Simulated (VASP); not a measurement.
Computed with PBEsol GGA, VASP's PBE PAW potentials (set 64) (plane waves; VASP 6.6.1).

VASP ran on this input.

**INCAR**
```
ALGO=Normal
EDIFF=1E-6
EDIFFG=-0.02
ENCUT=500
GGA=PS
IBRION=2
ISIF=3
ISMEAR=0
LASPH=.TRUE.
LCHARG=.FALSE.
LMAXMIX=4
LREAL=.FALSE.
LWAVE=.FALSE.
NELM=100
NSW=40
PREC=Accurate
PSTRESS=100
SIGMA=0.05
SYSTEM=ZnSe
```

### POSCAR
```
ZnSe
1
    0.0000000000     2.7124536984     2.7124536984
    2.7124536984     0.0000000000     2.7124536984
    2.7124536984     2.7124536984     0.0000000000
Zn Se
1 1
Direct
  0.0000000000   0.0000000000   0.0000000000
  0.2500000000   0.2500000000   0.2500000000
```

### KPOINTS
```
Automatic mesh
0
gamma
  8 8 8
0 0 0
```

POTCAR, in this order: Zn Se (PBE.64 set). Program: vasp_std.

The resulting files:

### OSZICAR
```
       N       E                     dE             d eps       ncg     rms          rms(c)
DAV:   1     0.847927886239E+02    0.84793E+02   -0.88372E+03   754   0.159E+03
DAV:   2    -0.162622895763E+01   -0.86419E+02   -0.82872E+02   804   0.276E+02
DAV:   3    -0.690788854099E+01   -0.52817E+01   -0.52566E+01   909   0.691E+01
DAV:   4    -0.695615492916E+01   -0.48266E-01   -0.48257E-01   794   0.702E+00
DAV:   5    -0.695639178113E+01   -0.23685E-03   -0.23685E-03   929   0.488E-01    0.635E+00
DAV:   6    -0.665810706106E+01    0.29828E+00   -0.86788E-01   932   0.364E+01    0.470E+00
DAV:   7    -0.663776865353E+01    0.20338E-01   -0.26737E-01   839   0.563E+00    0.201E+00
DAV:   8    -0.663504401613E+01    0.27246E-02   -0.44559E-03   962   0.815E-01    0.537E-01
DAV:   9    -0.663466795508E+01    0.37606E-03   -0.95642E-04   899   0.502E-01    0.674E-02
DAV:  10    -0.663470858406E+01   -0.40629E-04   -0.31220E-04   994   0.238E-01    0.304E-02
DAV:  11    -0.663469614466E+01    0.12439E-04   -0.41537E-05  1055   0.879E-02    0.603E-03
DAV:  12    -0.663469572869E+01    0.41597E-06   -0.88258E-06   884   0.278E-02
   1 F= -.41435082E+01 E0= -.41435082E+01  d E =-.414351E+01
```

File OUTCAR:
```
------------------------ aborting loop because EDIFF is reached ----------------------------------------
  FORCE on cell =-STRESS in cart. coord.  units (eV):
  Direction    XX          YY          ZZ          XY          YZ          ZX
  --------------------------------------------------------------------------------------
  Total        2.4732548      2.4732548      2.4732548      0.0000000      0.0000000      0.0000000
  in kB       99.2801553     99.2801553     99.2801553      0.0000000      0.0000000      0.0000000
  external PRESSURE =      -0.7198447 kB  Pullay stress =     100.0000000 kB
  volume of cell :       39.91
      direct lattice vectors                 reciprocal lattice vectors
     0.000000000  2.712453698  2.712453698    -0.184334944  0.184334944  0.184334944
     2.712453698  0.000000000  2.712453698     0.184334944 -0.184334944  0.184334944
     2.712453698  2.712453698  0.000000000     0.184334944  0.184334944 -0.184334944
  FREE ENERGIE OF THE ION-ELECTRON SYSTEM (eV)
  ---------------------------------------------------
  free  energy   TOTEN  =        -6.6346957287 eV

  energy  without entropy=       -6.6346957287  energy(sigma->0) =       -6.63469573
  enthalpy is  TOTEN    =        -4.1435082417 eV   P V=        2.4911874869

 reached required accuracy - stopping structural energy minimisation
```
(Selected blocks of OUTCAR.)

The structure was generated: ZnSe was put into the zinc blende type (F-43m), which need not be its known phase. It was relaxed first under an external pressure of 10 GPa.
